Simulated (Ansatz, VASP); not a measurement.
## One calculation of Be2Zn3Te3, two programs

```
Be Zn Te
1.0
     2.69607   -4.08910    0.00000
     2.69607    4.08910    0.00000
     0.00000    0.00000   10.49900
Be Zn Te
2 3 3
Direct
  0.30189 0.30189 0.50000
  0.69811 0.69811 0.50000
  0.24747 0.75253 0.50000
  0.75253 0.24747 0.50000
  0.50000 0.50000 0.00000
  0.00000 0.00000 0.68071
  0.00000 0.00000 0.31929
  0.00000 0.00000 0.00000
```

Alike in both runs: functional PBE; k mesh 4 × 4 × 2; occupations gaussian, width 0.2 eV; no spin polarisation.

Ansatz relaxed the structure, and its values are those at the end. VASP's run is a single point on that final structure, the one shown.

```csv
,VASP,Ansatz
version,VASP 6.6.1,Ansatz 0.2.0
potentials or method,"VASP PAW PBE potentials, release 64 (Be, Zn, Te)","scalar-relativistic, plane waves, PAW"
plane-wave cutoff (eV),520,420
valence electrons in the cell,58,88
```

```csv
,VASP,Ansatz,Ansatz less VASP
gap on the k mesh at the Fermi level (eV),none,none,-
pressure (GPa),0.1,0.0,-0.12
rms of the force components (eV/Å),0.026,0.017,-0.0092
```

A gap of «none» marks a metal or a gap that the smearing closes. The two sets of potentials don't hold the same shells in valence.

The runs have no spin-orbit coupling, so splittings on Te are missing.
